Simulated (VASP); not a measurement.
All values below come from AM05 GGA, VASP's PBE PAW potentials (set 64) (plane waves; VASP).

VASP ran on this input.

### INCAR
```
! general
SYSTEM = Al
PREC   = Accurate
ENCUT  = 520
LREAL  = .False.   ! projection in real space or not
LASPH  = .True.   ! aspherical one-centre terms

! electronic loop
EDIFF  = 1E-6
NELM   = 100   ! most electronic steps
ALGO   = Normal

! smearing
ISMEAR = 1   ! Methfessel-Paxton
SIGMA  = 0.1   ! width (eV)

! functional
GGA    = AM

! ions
IBRION = 2   ! conjugate gradients
NSW    = 60   ! most ionic steps
ISIF   = 3
EDIFFG = -0.01   ! ionic stop

! output
LWAVE  = .False.
LCHARG = .False.
```

### POSCAR
```
Al
1
    0.0000000000     2.0250000000     2.0250000000
    2.0250000000     0.0000000000     2.0250000000
    2.0250000000     2.0250000000     0.0000000000
Al
1
Direct
  0.0000000000   0.0000000000   0.0000000000
```

File KPOINTS:
```
Automatic mesh
0
Gamma
14 14 14
0 0 0
```

POTCAR, in this order: Al (PBE.64 set). Program: vasp_std.

The resulting files:

**OSZICAR**
```
       N       E                     dE             d eps       ncg     rms          rms(c)
DAV:   1    -0.188955163793E+01   -0.18896E+01   -0.91723E+02  1100   0.336E+02
DAV:   2    -0.402615383561E+01   -0.21366E+01   -0.20561E+01  1360   0.320E+01
DAV:   3    -0.404307149187E+01   -0.16918E-01   -0.16490E-01  1380   0.323E+00
DAV:   4    -0.404313970487E+01   -0.68213E-04   -0.67965E-04  1405   0.182E-01
DAV:   5    -0.404314004292E+01   -0.33804E-06   -0.33780E-06  1390   0.118E-02    0.148E+00
DAV:   6    -0.402174346202E+01    0.21397E-01   -0.32716E-03  1250   0.410E-01    0.849E-01
DAV:   7    -0.400686085560E+01    0.14883E-01   -0.10128E-02  1250   0.674E-01    0.151E-01
DAV:   8    -0.400684732724E+01    0.13528E-04   -0.29881E-05  1270   0.628E-02    0.183E-02
DAV:   9    -0.400684314005E+01    0.41872E-05   -0.33154E-06  1340   0.121E-02    0.181E-03
DAV:  10    -0.400684295948E+01    0.18057E-06   -0.77769E-09   770   0.102E-03
   1 F= -.40068430E+01 E0= -.40069931E+01  d E =-.400684E+01
       N       E                     dE             d eps       ncg     rms          rms(c)
DAV:   1    -0.401250379386E+01   -0.56607E-02   -0.85786E-02  1340   0.190E+00    0.271E-01
DAV:   2    -0.401200824240E+01    0.49555E-03   -0.57030E-04  1105   0.202E-01    0.903E-02
DAV:   3    -0.401170067226E+01    0.30757E-03   -0.12779E-04  1350   0.698E-02    0.330E-02
DAV:   4    -0.401167319073E+01    0.27482E-04   -0.17185E-05  1335   0.258E-02    0.202E-02
DAV:   5    -0.401167319643E+01   -0.57024E-08   -0.10188E-07   660   0.360E-03
   2 F= -.40116732E+01 E0= -.40116584E+01  d E =-.483024E-02
       N       E                     dE             d eps       ncg     rms          rms(c)
DAV:   1    -0.401193972091E+01   -0.26653E-03   -0.25562E-03  1330   0.327E-01    0.465E-02
DAV:   2    -0.401192361142E+01    0.16109E-04   -0.17184E-05  1100   0.347E-02    0.158E-02
DAV:   3    -0.401191340252E+01    0.10209E-04   -0.39506E-06  1320   0.122E-02    0.560E-03
DAV:   4    -0.401191232723E+01    0.10753E-05   -0.46141E-07   620   0.427E-03    0.294E-03
DAV:   5    -0.401191230656E+01    0.20675E-07   -0.19948E-08   545   0.142E-03
   3 F= -.40119123E+01 E0= -.40119317E+01  d E =-.506935E-02
```

### OUTCAR
```
------------------------ aborting loop because EDIFF is reached ----------------------------------------
  FORCE on cell =-STRESS in cart. coord.  units (eV):
  Direction    XX          YY          ZZ          XY          YZ          ZX
  --------------------------------------------------------------------------------------
  Total        0.0003842      0.0003842      0.0003842     -0.0000000      0.0000000     -0.0000000
  in kB        0.0383726      0.0383726      0.0383726     -0.0000000      0.0000000     -0.0000000
  external PRESSURE =       0.0383726 kB  Pullay stress =       0.0000000 kB
  volume of cell :       16.04
      direct lattice vectors                 reciprocal lattice vectors
     0.000000000  2.001694409  2.001694409    -0.249788378  0.249788378  0.249788378
     2.001694409 -0.000000000  2.001694409     0.249788378 -0.249788378  0.249788378
     2.001694409  2.001694409  0.000000000     0.249788378  0.249788378 -0.249788378
 POSITION                                       TOTAL-FORCE (eV/Angst)
 -----------------------------------------------------------------------------------
      0.00000      0.00000      0.00000        -0.000000      0.000000     -0.000000
 -----------------------------------------------------------------------------------
    total drift:                                0.000000     -0.000000     -0.000000
  FREE ENERGIE OF THE ION-ELECTRON SYSTEM (eV)
  ---------------------------------------------------
  free  energy   TOTEN  =        -4.0119123066 eV

  energy  without entropy=       -4.0119704926  energy(sigma->0) =       -4.01193170

 reached required accuracy - stopping structural energy minimisation
```
(Selected blocks of OUTCAR.)

CONTCAR:
```
Al
   1.00000000000000
     0.0000000000000000    2.0016944089698541    2.0016944089698541
     2.0016944089698541   -0.0000000000000000    2.0016944089698541
     2.0016944089698541    2.0016944089698541    0.0000000000000000
  Al
     1
Direct
     0.0000000000000000    0.0000000000000000    0.0000000000000000
```

Energy and stress use the plane-wave basis of the starting cell.

The compound is Al in the fcc structure. This run relaxes it. Symmetry was kept, so distortions that lower it aren't found.
